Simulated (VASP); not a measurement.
# Shielding tensors and field gradients of SiO2 (Quartz), part 4 of 5

What are the shielding tensors of SiO2 (Quartz)? The cell has space group P3_121. The start is a cell from a database of measured crystal structures.

VASP 6.6.1, plane waves and PAW; the level of theory is named at each step.

So far. Step 2 (Ground state): The cell has a gap of 6.00 eV on this mesh and a pressure of +7.2 GPa, which holds the misfit of the given cell and coordinates with this functional, and any error of cutoff, mesh and data sets. Forces of up to 0.38 eV/Å remain in these settings.

## Step 4: Another functional

This step: chemical shifts by linear response (GIPAW), LDA; plane waves and PAW (Si, O) (VASP 6.6.1).

The functional is changed, to see how much the shieldings depend on it.

INCAR reads:

```
SYSTEM = SiO2
PREC = Accurate
ENCUT = 560
EDIFF = 1E-09
NELM = 100
ISMEAR = 0
SIGMA = 0.01
LREAL = .FALSE.
ALGO = Normal
GGA = CA
NBANDS = 33
LWAVE = .FALSE.
LCHARG = .FALSE.
KPAR = 4
LCHIMAG = .TRUE.
LEFG = .TRUE.
DQ = 0.001
ICHIBARE = 1
LNMR_SYM_RED = .TRUE.
```

POSCAR reads:

```
SiO2
1.0
    4.9158000000      0.0000000000      0.0000000000
   -2.4579000000      4.2572076799      0.0000000000
    0.0000000000      0.0000000000      5.4091000000
Si O
3 6
Direct
    0.4697000000      0.4697000000      0.0000000000
    0.0000000000      0.5303000000      0.6666666667
    0.5303000000      0.0000000000      0.3333333333
    0.8538000000      0.2680000000      0.4523333333
    0.7320000000      0.5858000000      0.7856666667
    0.4142000000      0.1462000000      0.1190000000
    0.2680000000      0.8538000000      0.5476666667
    0.5858000000      0.7320000000      0.2143333333
    0.1462000000      0.4142000000      0.8810000000
```

KPOINTS reads:

```
Automatic mesh
0
Gamma
5 5 4
0 0 0
```

PAW data sets: Si and O (PBE family, release 64).

Launch:

```sh
> mpirun -np 4 vasp_std
```

Output:

```text
[banner, memory and clock lines left out]
running    4 mpi-ranks, on    1 nodes
 distrk:  each k-point on    1 cores,    4 groups
 distr:  one band on    1 cores,    1 groups

 POSCAR found type information on POSCAR SiO
 POSCAR found :  2 types and       9 ions
|                                                                             |
|               ----> ADVICE to this user running VASP <----                  |
|                                                                             |
|     You enforced a specific xc type in the INCAR file but a different       |
|     [... a line on the potential file left out ...]
|     I HOPE YOU KNOW WHAT YOU ARE DOING!                                     |
|                                                                             |

 LDA part: xc-table for (Slater(with rela. corr.)+CA(PZ))
 , standard interpolation
 POSCAR, INCAR and KPOINTS ok, starting setup
 FFT: planning ... GRIDC
 FFT: planning ... GRID_SOFT
 FFT: planning ... GRID
 WAVECAR not read
 entering main loop
       N       E                     dE             d eps       ncg     rms          rms(c)
DAV:   1     0.288473204167E+03    0.28847E+03   -0.26398E+04  1122   0.143E+03
DAV:   2    -0.672147710379E+02   -0.35569E+03   -0.34543E+03  1445   0.316E+02
DAV:   3    -0.866441919149E+02   -0.19429E+02   -0.19356E+02  1395   0.785E+01
DAV:   4    -0.868593593703E+02   -0.21517E+00   -0.21484E+00  1404   0.921E+00
DAV:   5    -0.868626814677E+02   -0.33221E-02   -0.33210E-02  1388   0.113E+00    0.236E+01
DAV:   6    -0.779371060095E+02    0.89256E+01   -0.33926E+01  1321   0.310E+01    0.111E+01
DAV:   7    -0.777940635421E+02    0.14304E+00   -0.91526E-01  1372   0.476E+00    0.418E+00
DAV:   8    -0.777116976977E+02    0.82366E-01   -0.53637E-02  1388   0.166E+00    0.148E+00
DAV:   9    -0.777004994673E+02    0.11198E-01   -0.15473E-02  1396   0.889E-01    0.219E-01
DAV:  10    -0.777009084938E+02   -0.40903E-03   -0.20234E-03  1388   0.250E-01    0.884E-02
DAV:  11    -0.777008317272E+02    0.76767E-04   -0.63265E-04  1404   0.147E-01    0.212E-02
DAV:  12    -0.777008300735E+02    0.16536E-05   -0.18092E-05  1412   0.262E-02    0.541E-03
DAV:  13    -0.777008304307E+02   -0.35717E-06   -0.21139E-06  1412   0.792E-03    0.132E-03
DAV:  14    -0.777008304916E+02   -0.60860E-07   -0.77368E-08  1412   0.164E-03    0.801E-04
DAV:  15    -0.777008304968E+02   -0.52187E-08   -0.32457E-08  1412   0.925E-04    0.246E-04
DAV:  16    -0.777008304958E+02    0.99499E-09   -0.56988E-09  1404   0.415E-04
ion   1
     0.0000000    -0.2213810    -0.1091367     0.1812693     0.1890303     0.1278144
     0.0000353    -0.2213810    -0.1091367     0.1812693     0.1890303     0.1278144
     0.0000487    -0.2213810    -0.1091367     0.1812693     0.1890303     0.1278144
     0.0000670    -0.2213810    -0.1091367     0.1812693     0.1890303     0.1278144
     0.0000923    -0.2213810    -0.1091367     0.1812693     0.1890303     0.1278144

     0.0000000    -5.1867784    -0.7450901     1.4882849     1.2905339     2.9945879
     0.0000353    -5.1867691    -0.7450890     1.4882825     1.2905319     2.9945826
     0.0000487    -5.1867634    -0.7450882     1.4882810     1.2905307     2.9945792
     0.0000670    -5.1867538    -0.7450870     1.4882785     1.2905286     2.9945737
     0.0000923    -5.1867380    -0.7450851     1.4882744     1.2905252     2.9945646

ion   2
     0.0000000     0.2213810    -0.1091367     0.1812693    -0.1890303     0.1278144
     0.0000353     0.2213810    -0.1091367     0.1812693    -0.1890303     0.1278144
     0.0000487     0.2213810    -0.1091367     0.1812693    -0.1890303     0.1278144
     0.0000670     0.2213810    -0.1091367     0.1812693    -0.1890303     0.1278144
     0.0000923     0.2213810    -0.1091367     0.1812693    -0.1890303     0.1278144

     0.0000000     5.1867784    -0.7450901     1.4882849    -1.2905339     2.9945879
     0.0000353     5.1867691    -0.7450890     1.4882825    -1.2905319     2.9945826
     0.0000487     5.1867634    -0.7450882     1.4882810    -1.2905307     2.9945792
     0.0000670     5.1867538    -0.7450870     1.4882785    -1.2905286     2.9945737
     0.0000923     5.1867380    -0.7450851     1.4882744    -1.2905252     2.9945646

ion   3
     0.0000000    -0.0000000     0.2182733     0.1812693     0.0000000    -0.2556287
     0.0000353    -0.0000000     0.2182733     0.1812693     0.0000000    -0.2556287
     0.0000487    -0.0000000     0.2182733     0.1812693     0.0000000    -0.2556287
     0.0000670    -0.0000000     0.2182733     0.1812693     0.0000000    -0.2556287
     0.0000923    -0.0000000     0.2182733     0.1812693     0.0000000    -0.2556287

     0.0000000    -0.0000000     1.4901802     1.4882849    -0.0000000    -5.9891759
     0.0000353    -0.0000000     1.4901779     1.4882825    -0.0000000    -5.9891651
     0.0000487    -0.0000000     1.4901765     1.4882810    -0.0000000    -5.9891585
     0.0000670    -0.0000000     1.4901741     1.4882785    -0.0000000    -5.9891474
     0.0000923    -0.0000000     1.4901701     1.4882744    -0.0000000    -5.9891291

ion   4
     0.0000000    -6.9552802   -12.4740344    -0.2368902    -4.0562004     4.8211926
     0.0000293    -6.9552801   -12.4740343    -0.2368902    -4.0562003     4.8211926
     0.0000403    -6.9552800   -12.4740342    -0.2368902    -4.0562003     4.8211925
     0.0000555    -6.9552799   -12.4740340    -0.2368902    -4.0562002     4.8211924
     0.0000765    -6.9552797   -12.4740336    -0.2368902    -4.0562001     4.8211923

     0.0000000   -26.0480311   -46.4307189    -0.8056151   -15.1968275    18.2021096
     0.0000293   -26.0480238   -46.4307060    -0.8056149   -15.1968233    18.2021045
     0.0000403   -26.0480190   -46.4306974    -0.8056148   -15.1968205    18.2021011
     0.0000555   -26.0480107   -46.4306827    -0.8056145   -15.1968156    18.2020953
     0.0000765   -26.0479968   -46.4306580    -0.8056141   -15.1968075    18.2020856

ion   5
     0.0000000    -0.6976352     2.7242446    -0.2368902    12.8309309    -8.4340456
     0.0000293    -0.6976352     2.7242446    -0.2368902    12.8309307    -8.4340455
     0.0000403    -0.6976352     2.7242446    -0.2368902    12.8309306    -8.4340455
     0.0000555    -0.6976352     2.7242445    -0.2368902    12.8309304    -8.4340453
     0.0000765    -0.6976351     2.7242445    -0.2368902    12.8309300    -8.4340451

     0.0000000    -2.7394738    10.0545208    -0.8056151    47.8085959   -31.6593114
     0.0000293    -2.7394730    10.0545180    -0.8056149    47.8085826   -31.6593026
     0.0000403    -2.7394725    10.0545161    -0.8056148    47.8085737   -31.6592967
[...]
RMM:  10    -0.163014969323E+03   -0.13553E-07   -0.34125E-08  2785   0.340E-04
RMM:  11    -0.163014969324E+03   -0.16224E-08   -0.22743E-09  2281   0.120E-04
RMM:  12    -0.163014969325E+03   -0.13716E-09   -0.33910E-10  2010   0.701E-05
BDIR= 3  IDIR= 1  IQ=  0
DAV:   1    -0.577188752047E+03   -0.57719E+03   -0.15232E-10  1884   0.747E-05
DAV:   2    -0.577188752047E+03    0.56161E-10   -0.14009E-11  1860   0.242E-05
       N       E                     dE             d eps       ncg     rms
RMM:   1    -0.158696894987E+03   -0.15870E+03   -0.20418E+02  3661   0.575E+01
RMM:   2    -0.162685974935E+03   -0.39891E+01   -0.83232E+00  4144   0.106E+01
RMM:   3    -0.163001175689E+03   -0.31520E+00   -0.32111E-01  4148   0.192E+00
RMM:   4    -0.163016376763E+03   -0.15201E-01   -0.31320E-02  4156   0.499E-01
RMM:   5    -0.163018023691E+03   -0.16469E-02   -0.24331E-03  4159   0.133E-01
RMM:   6    -0.163018163623E+03   -0.13993E-03   -0.33492E-04  4181   0.408E-02
RMM:   7    -0.163018178658E+03   -0.15036E-04   -0.21156E-05  4059   0.109E-02
RMM:   8    -0.163018179886E+03   -0.12278E-05   -0.29114E-06  3564   0.347E-03
RMM:   9    -0.163018180044E+03   -0.15772E-06   -0.22720E-07  3244   0.100E-03
RMM:  10    -0.163018180058E+03   -0.13910E-07   -0.35869E-08  2777   0.342E-04
RMM:  11    -0.163018180059E+03   -0.16009E-08   -0.21531E-09  2287   0.120E-04
RMM:  12    -0.163018180060E+03   -0.12790E-09   -0.32001E-10  2005   0.697E-05
BDIR= 3  IDIR= 1  IQ=  1
DAV:   1    -0.577188843781E+03   -0.57719E+03   -0.45502E-02  2319   0.104E+00
DAV:   2    -0.577189038195E+03   -0.19441E-03   -0.19441E-03  2756   0.243E-01
DAV:   3    -0.577189040012E+03   -0.18175E-05   -0.18175E-05  2672   0.226E-02
DAV:   4    -0.577189040048E+03   -0.35388E-07   -0.35422E-07  2772   0.320E-03
DAV:   5    -0.577189040049E+03   -0.12136E-08   -0.11756E-08  2491   0.495E-04
DAV:   6    -0.577189040049E+03   -0.11721E-09   -0.35577E-10  1988   0.953E-05
       N       E                     dE             d eps       ncg     rms
RMM:   1    -0.158698214854E+03   -0.15870E+03   -0.20418E+02  3660   0.575E+01
RMM:   2    -0.162688016111E+03   -0.39898E+01   -0.83232E+00  4144   0.106E+01
RMM:   3    -0.163003337851E+03   -0.31532E+00   -0.32119E-01  4148   0.192E+00
RMM:   4    -0.163018543520E+03   -0.15206E-01   -0.31330E-02  4156   0.499E-01
RMM:   5    -0.163020192271E+03   -0.16488E-02   -0.24465E-03  4161   0.133E-01
RMM:   6    -0.163020330947E+03   -0.13868E-03   -0.33047E-04  4179   0.407E-02
RMM:   7    -0.163020346024E+03   -0.15077E-04   -0.21160E-05  4061   0.110E-02
RMM:   8    -0.163020347283E+03   -0.12584E-05   -0.30626E-06  3573   0.352E-03
RMM:   9    -0.163020347436E+03   -0.15362E-06   -0.21613E-07  3246   0.984E-04
RMM:  10    -0.163020347449E+03   -0.13068E-07   -0.33177E-08  2771   0.334E-04
RMM:  11    -0.163020347451E+03   -0.15710E-08   -0.21473E-09  2285   0.120E-04
RMM:  12    -0.163020347451E+03   -0.12773E-09   -0.32008E-10  2011   0.697E-05
BDIR= 3  IDIR= 2  IQ= -1
DAV:   1    -0.577186806559E+03   -0.57719E+03   -0.45519E-02  2302   0.104E+00
DAV:   2    -0.577187001005E+03   -0.19445E-03   -0.19445E-03  2756   0.243E-01
DAV:   3    -0.577187002848E+03   -0.18434E-05   -0.18435E-05  2705   0.227E-02
DAV:   4    -0.577187002882E+03   -0.34030E-07   -0.33998E-07  2764   0.314E-03
DAV:   5    -0.577187002883E+03   -0.11476E-08   -0.11190E-08  2539   0.480E-04
DAV:   6    -0.577187002883E+03    0.24102E-10   -0.32553E-10  2004   0.909E-05
       N       E                     dE             d eps       ncg     rms
RMM:   1    -0.158697131364E+03   -0.15870E+03   -0.20418E+02  3619   0.575E+01
RMM:   2    -0.162682437418E+03   -0.39853E+01   -0.82913E+00  4131   0.106E+01
RMM:   3    -0.163003023685E+03   -0.32059E+00   -0.32482E-01  4144   0.193E+00
RMM:   4    -0.163018469008E+03   -0.15445E-01   -0.32101E-02  4151   0.502E-01
RMM:   5    -0.163020153166E+03   -0.16842E-02   -0.24981E-03  4153   0.134E-01
RMM:   6    -0.163020295070E+03   -0.14190E-03   -0.33324E-04  4170   0.412E-02
RMM:   7    -0.163020310758E+03   -0.15689E-04   -0.22391E-05  4060   0.112E-02
RMM:   8    -0.163020312082E+03   -0.13237E-05   -0.31813E-06  3557   0.356E-03
RMM:   9    -0.163020312244E+03   -0.16197E-06   -0.23246E-07  3230   0.102E-03
RMM:  10    -0.163020312258E+03   -0.14304E-07   -0.35820E-08  2794   0.348E-04
RMM:  11    -0.163020312260E+03   -0.17615E-08   -0.24509E-09  2295   0.124E-04
RMM:  12    -0.163020312260E+03   -0.14845E-09   -0.36439E-10  2026   0.711E-05
BDIR= 3  IDIR= 2  IQ=  0
DAV:   1    -0.577188752047E+03   -0.57719E+03   -0.15224E-10  1884   0.747E-05
DAV:   2    -0.577188752047E+03   -0.50022E-11   -0.15976E-11  1860   0.242E-05
       N       E                     dE             d eps       ncg     rms
RMM:   1    -0.158696861552E+03   -0.15870E+03   -0.20418E+02  3619   0.575E+01
RMM:   2    -0.162680771819E+03   -0.39839E+01   -0.82854E+00  4132   0.106E+01
RMM:   3    -0.163000929236E+03   -0.32016E+00   -0.32436E-01  4144   0.193E+00
RMM:   4    -0.163016333368E+03   -0.15404E-01   -0.31938E-02  4150   0.502E-01
RMM:   5    -0.163018020084E+03   -0.16867E-02   -0.25075E-03  4153   0.135E-01
RMM:   6    -0.163018163137E+03   -0.14305E-03   -0.33892E-04  4172   0.413E-02
RMM:   7    -0.163018178613E+03   -0.15476E-04   -0.21797E-05  4054   0.111E-02
RMM:   8    -0.163018179892E+03   -0.12793E-05   -0.30531E-06  3546   0.353E-03
RMM:   9    -0.163018180051E+03   -0.15886E-06   -0.22973E-07  3226   0.101E-03
RMM:  10    -0.163018180065E+03   -0.14115E-07   -0.35430E-08  2783   0.346E-04
RMM:  11    -0.163018180067E+03   -0.17245E-08   -0.23920E-09  2277   0.122E-04
RMM:  12    -0.163018180067E+03   -0.14353E-09   -0.34546E-10  2001   0.705E-05
BDIR= 3  IDIR= 2  IQ=  1
DAV:   1    -0.577190305481E+03   -0.57719E+03   -0.45520E-02  2302   0.104E+00
DAV:   2    -0.577190500003E+03   -0.19452E-03   -0.19452E-03  2756   0.243E-01
DAV:   3    -0.577190501849E+03   -0.18454E-05   -0.18455E-05  2713   0.227E-02
DAV:   4    -0.577190501883E+03   -0.34187E-07   -0.34072E-07  2764   0.314E-03
DAV:   5    -0.577190501884E+03   -0.10881E-08   -0.11228E-08  2546   0.480E-04
DAV:   6    -0.577190501884E+03   -0.78103E-10   -0.32546E-10  2004   0.909E-05
       N       E                     dE             d eps       ncg     rms
RMM:   1    -0.158695556688E+03   -0.15870E+03   -0.20417E+02  3619   0.575E+01
RMM:   2    -0.162678039209E+03   -0.39825E+01   -0.82795E+00  4132   0.106E+01
RMM:   3    -0.162997764015E+03   -0.31972E+00   -0.32391E-01  4144   0.193E+00
RMM:   4    -0.163013135935E+03   -0.15372E-01   -0.31863E-02  4150   0.502E-01
RMM:   5    -0.163014817835E+03   -0.16819E-02   -0.25011E-03  4153   0.135E-01
RMM:   6    -0.163014960382E+03   -0.14255E-03   -0.33764E-04  4172   0.412E-02
RMM:   7    -0.163014975783E+03   -0.15401E-04   -0.21691E-05  4058   0.111E-02
RMM:   8    -0.163014977055E+03   -0.12714E-05   -0.30328E-06  3558   0.352E-03
RMM:   9    -0.163014977213E+03   -0.15777E-06   -0.22804E-07  3231   0.101E-03
RMM:  10    -0.163014977227E+03   -0.14011E-07   -0.35171E-08  2799   0.346E-04
RMM:  11    -0.163014977228E+03   -0.17103E-08   -0.23726E-09  2293   0.122E-04
RMM:  12    -0.163014977228E+03   -0.14194E-09   -0.34018E-10  2012   0.704E-05
       N       E                     dE             d eps       ncg     rms
RLQ:   1    -0.201237766735E+01   -0.20124E+01   -0.34885E+00  3510   0.600E+00
RLQ:   2    -0.206545495470E+01   -0.53077E-01   -0.85349E-02  4068   0.977E-01
RLQ:   3    -0.206786699714E+01   -0.24120E-02   -0.36808E-03  4116   0.167E-01
RLQ:   4    -0.206801697181E+01   -0.14997E-03   -0.27229E-04  4134   0.440E-02
RLQ:   5    -0.206803097291E+01   -0.14001E-04   -0.27802E-05  4012   0.120E-02
RLQ:   6    -0.206803230790E+01   -0.13350E-05   -0.28104E-06  3634   0.364E-03
RLQ:   7    -0.206803243663E+01   -0.12873E-06   -0.23635E-07  3282   0.102E-03
RLQ:   8    -0.206803244929E+01   -0.12660E-07   -0.26236E-08  2900   0.338E-04
RLQ:   9    -0.206803245078E+01   -0.14854E-08   -0.29197E-09  2332   0.124E-04
RLQ:  10    -0.206803245093E+01   -0.15191E-09   -0.28623E-10  2011   0.696E-05
```

It took 7.8 min on 4 MPI ranks of Intel Xeon 6975P-C (Granite Rapids), shared host; peak memory 2.8 GiB; 31 min of CPU time.

[end of part 4 of 5]

[Lines on the potential files, build, host, timing and source positions are cut from VASP's logs without a mark.]

[Logs are printed without paths, hosts, clocks, repeated set-up lines and the standing remarks that a program may print on its own settings, such as how far it seeks lower states.]

[Hosts, paths, dates, database ids (printed as entryN), source tags and the programs' standing remarks are cut or masked in the printed files.]
